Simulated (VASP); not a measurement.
Output of a VASP run:

File OSZICAR:
```
       N       E                     dE             d eps       ncg     rms          rms(c)
DAV:   1     0.994873363511E+02    0.99487E+02   -0.99432E+03  1768   0.220E+03
DAV:   2    -0.537372856885E+01   -0.10486E+03   -0.10235E+03  1687   0.309E+02
DAV:   3    -0.803018305661E+01   -0.26565E+01   -0.26451E+01  2115   0.679E+01
DAV:   4    -0.804791037416E+01   -0.17727E-01   -0.17726E-01  1953   0.463E+00
DAV:   5    -0.804814571951E+01   -0.23535E-03   -0.23534E-03  2259   0.590E-01    0.103E+01
DAV:   6    -0.771276178356E+01    0.33538E+00   -0.17656E+01  1801   0.117E+02    0.587E+00
DAV:   7    -0.681939052323E+01    0.89337E+00   -0.39399E+00  1834   0.113E+02    0.259E+00
DAV:   8    -0.681471871141E+01    0.46718E-02   -0.17948E-01  2107   0.576E+00    0.138E+00
DAV:   9    -0.680285102905E+01    0.11868E-01   -0.16323E-02  2219   0.325E+00    0.992E-02
DAV:  10    -0.680279279347E+01    0.58236E-04   -0.64089E-04  2630   0.442E-01    0.351E-02
DAV:  11    -0.680279544673E+01   -0.26533E-05   -0.40748E-05  2208   0.220E-01    0.820E-03
DAV:  12    -0.680279563647E+01   -0.18974E-06   -0.58556E-06  2220   0.710E-02    0.292E-03
DAV:  13    -0.680279557764E+01    0.58828E-07   -0.45779E-07  2416   0.177E-02    0.328E-04
DAV:  14    -0.680279557767E+01   -0.23647E-10   -0.84327E-09  1277   0.158E-03
   1 F= -.68027956E+01 E0= -.68027322E+01  d E =-.680280E+01
```

OUTCAR:
```
------------------------ aborting loop because EDIFF is reached ----------------------------------------
  FORCE on cell =-STRESS in cart. coord.  units (eV):
  Direction    XX          YY          ZZ          XY          YZ          ZX
  --------------------------------------------------------------------------------------
  Total        0.0149485      0.0149485      0.0149485     -0.0000000      0.0000000     -0.0000000
  in kB        1.0137561      1.0137561      1.0137561     -0.0000000      0.0000000     -0.0000000
  external PRESSURE =       1.0137561 kB  Pullay stress =       0.0000000 kB
  volume of cell :       23.63
      direct lattice vectors                 reciprocal lattice vectors
     2.869401573  0.000000000  0.000000000     0.348504723  0.000000000  0.000000000
     0.000000000  2.869401573  0.000000000     0.000000000  0.348504723  0.000000000
     0.000000000  0.000000000  2.869401573     0.000000000  0.000000000  0.348504723
 POSITION                                       TOTAL-FORCE (eV/Angst)
 -----------------------------------------------------------------------------------
      1.43470      1.43470      1.43470         0.000000      0.000000      0.000000
      0.00000      0.00000      0.00000         0.000000      0.000000      0.000000
 -----------------------------------------------------------------------------------
    total drift:                               -0.000000      0.000000      0.000000
  FREE ENERGIE OF THE ION-ELECTRON SYSTEM (eV)
  ---------------------------------------------------
  free  energy   TOTEN  =        -6.8027955777 eV

  energy  without entropy=       -6.8026055405  energy(sigma->0) =       -6.80273223

 reached required accuracy - stopping structural energy minimisation
```
(Selected blocks of OUTCAR.)

**POSCAR**
```
CuZn
1
    2.8694015729    -0.0000000000     0.0000000000
    0.0000000000     2.8694015729     0.0000000000
   -0.0000000000     0.0000000000     2.8694015729
Zn Cu
1 1
Direct
  0.5000000000   0.5000000000   0.5000000000
  0.0000000000   0.0000000000   0.0000000000
```

Reconstruct the remaining input files.

One answer among several that fit: the input of the run itself, LDA (Ceperley-Alder, Perdew-Zunger), plane waves, VASP's LDA PAW potentials (set 64).

File KPOINTS:
```
Automatic mesh
0
Gamma
11 11 11
0 0 0
```

**INCAR**
```
ALGO = Normal
EDIFF = 1E-8
EDIFFG = -0.001
ENCUT = 400
IBRION = 1
ISIF = 2
ISMEAR = 1
LASPH = .TRUE.
LCHARG = .FALSE.
LMAXMIX = 4
LREAL = .FALSE.
LWAVE = .FALSE.
NELM = 100
NSW = 30
PREC = Accurate
SIGMA = 0.1
SYSTEM = CuZn
```

POTCAR, in this order: Zn Cu (LDA.64 set). Program: vasp_std.

The compound is CuZn in the CsCl type structure. It was relaxed first, which changed the volume by -8 %. The start is the result of an earlier pass. The electron count is odd and the run is not spin-polarised, which forces a metal.
